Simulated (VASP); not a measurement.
OSZICAR of a VASP run on NaF (rock salt):

OSZICAR:
```
       N       E                     dE             d eps       ncg     rms          rms(c)
DAV:   1     0.109719519163E+03    0.10972E+03   -0.82388E+03  1043   0.160E+03
DAV:   2    -0.482195644001E+01   -0.11454E+03   -0.10644E+03  1084   0.375E+02
DAV:   3    -0.101105821990E+02   -0.52886E+01   -0.52779E+01  1181   0.831E+01
DAV:   4    -0.101556055418E+02   -0.45023E-01   -0.45019E-01  1139   0.809E+00
DAV:   5    -0.101560232802E+02   -0.41774E-03   -0.41773E-03  1175   0.807E-01    0.513E+00
DAV:   6    -0.935416796712E+01    0.80186E+00   -0.32687E+00  1249   0.205E+01    0.170E+00
DAV:   7    -0.932755952814E+01    0.26608E-01   -0.34649E-02  1049   0.249E+00    0.954E-01
DAV:   8    -0.931290111547E+01    0.14658E-01   -0.17275E-02  1162   0.337E+00    0.106E-01
DAV:   9    -0.931302432693E+01   -0.12321E-03   -0.18228E-03  1174   0.500E-01    0.718E-02
DAV:  10    -0.931296034836E+01    0.63979E-04   -0.32918E-04  1112   0.269E-01    0.883E-03
DAV:  11    -0.931296036049E+01   -0.12133E-07   -0.95061E-06  1127   0.486E-02    0.136E-03
DAV:  12    -0.931296033990E+01    0.20592E-07   -0.29810E-07  1144   0.700E-03
   1 F= -.93129603E+01 E0= -.93129603E+01  d E =-.590114E-12
```

**Question.** Which electronic solver shows in the log?

**Answer.** It is blocked Davidson (ALGO = Normal, or the opening steps of other solvers). The INCAR had ALGO = Normal.

**Question.** Can the final energy be trusted as converged?

**Answer.** Self-consistency was reached. It stopped with EDIFF = 1E-7, NELM = 100 (LDA (Ceperley-Alder, Perdew-Zunger), plane waves, VASP's LDA PAW potentials (set 64)).

The compound is NaF in the rock salt structure. This cell is one point of a volume scan, at 0.94 of the reference volume.
